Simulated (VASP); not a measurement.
Input:

```
CELL_PARAMETERS angstrom
      0.00000     2.20312     2.20312
      2.20312     0.00000     2.20312
      2.20312     2.20312     0.00000
ATOMIC_POSITIONS crystal
  Ti 0.00000 0.00000 0.00000
  C  0.50000 0.50000 0.50000
```

Method: vdW-DF2, VASP's PBE PAW potentials (set 64) (plane waves; VASP 6.6.1). Numerical set-up: 520 eV cut-off, 16×16×16 Γ-centred mesh, tetrahedra with Blöchl corrections, potentials Ti_sv C.

### Question
Tabulate the total density of states (states/eV per cell) against energy (eV; zero at the valence-band maximum or, without a gap, the Fermi level).

### Answer

| E (eV) | DOS (states/eV) |
|---|---|
| -9.98 | 0.82 |
| -9.38 | 2.39 |
| -8.90 | 0.05 |
| -8.30 | 0.00 |
| -7.70 | 0.00 |
| -7.22 | 0.00 |
| -6.62 | 0.00 |
| -6.02 | 0.00 |
| -5.54 | 0.00 |
| -4.94 | 0.27 |
| -4.34 | 0.72 |
| -3.86 | 1.26 |
| -3.26 | 1.07 |
| -2.66 | 2.67 |
| -2.18 | 2.54 |
| -1.58 | 1.28 |
| -0.98 | 0.70 |
| -0.50 | 0.42 |
| 0.10 | 0.30 |
| 0.70 | 0.65 |
| 1.18 | 0.92 |
| 1.78 | 1.40 |
| 2.38 | 1.94 |
| 2.86 | 1.93 |
| 3.46 | 4.85 |
Within 2 eV below the Fermi level the largest weight inside VASP's projection spheres is Ti d, then C p.

The compound is TiC in the rock salt structure. It was relaxed first, which changed the volume by +5 %.
